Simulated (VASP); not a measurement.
The system is W.

```
W
1.0
    -1.60075    1.60075    1.60075
     1.60075   -1.60075    1.60075
     1.60075    1.60075   -1.60075
W
1
Direct
  0.00000 0.00000 0.00000
```

```yaml
Program: VASP 6.6.1
Task: relaxation of cell and atoms
Functional: PBEsol
Potentials_or_basis: VASP PAW PBE potentials, release 64 (W_sv)
Cutoff: 480 eV
k_mesh: 18 × 18 × 18
Occupations: gaussian, width 0.1 eV
Spin: no spin polarisation
```

At the start: pressure -12.8 GPa; volume 16.41 Å³/atom.

Task: Where does the relaxation end?

Result: Over 7 steps the energy falls by 28.3 meV/atom and the volume is 15.72 Å³/atom (-4.2 %); space group Im-3m (No. 229, to 0.05 Å).

The path:
```
step  energy change (eV)  largest force (eV/Å)  pressure (GPa)  volume (Å³)
   1              0.0000                0.0000          -12.75        16.41
   2              0.3880                0.0000           67.87        13.50
   3             -0.0281                0.0000           -1.03        15.77
   4             -0.0283                0.0000           -0.16        15.73
   5             -0.0283                0.0000            0.12        15.72
   6             -0.0283                0.0000           -0.34        15.74
   7             -0.0283                0.0000            0.00        15.72
```

Final structure:
```
CELL_PARAMETERS angstrom
-1.57817 1.57817 1.57817
1.57817 -1.57817 1.57817
1.57817 1.57817 -1.57817
ATOMIC_POSITIONS crystal
W 0.00000 0.00000 0.00000
```

Caveat: the PAW data sets were made with another functional, which shifts forces and pressure a little.
